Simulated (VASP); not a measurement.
# VSi2 (space group P6_422): computed properties

Computed with r2SCAN meta-GGA, VASP's PBE PAW potentials (set 64) (plane waves; VASP).

* **space group**: P6_422 (181)
* **cell**: a = 4.5299 Å, b = 4.5299 Å, c = 6.3199 Å, α = 90.00°, β = 90.00°, γ = 120.00°
* **volume per atom**: 12.48 Å³/atom
* **band gap (over mesh and band path)**: none (metal, semimetal or under 0.01 eV)
* **cell moment**: 0.63 μB
* **density**: 4.75 g/cm³

```cif
data_Si6V3
_chemical_formula_sum 'V3 Si6'
_space_group_name_H-M_alt 'P6422'
_space_group_IT_number 181
_space_group_name_Hall 'P 64 2 (0 0 2)'
_cell_length_a 4.52990
_cell_length_b 4.52990
_cell_length_c 6.31989
_cell_angle_alpha 90.000
_cell_angle_beta 90.000
_cell_angle_gamma 120.000
loop_
_atom_site_label
_atom_site_type_symbol
_atom_site_symmetry_multiplicity
_atom_site_Wyckoff_symbol
_atom_site_fract_x
_atom_site_fract_y
_atom_site_fract_z
_atom_site_occupancy
V1 V 3 c 0.50000 0.00000 0.00000 1
Si1 Si 6 i 0.16269 0.32537 0.00000 1
```

The run has a spin-polarised start.

The structure comes from a computed database's VSi2 entry (P6_422); how it stands against other phases isn't given here. It was relaxed first. Symmetry was kept, so distortions that lower it aren't found.
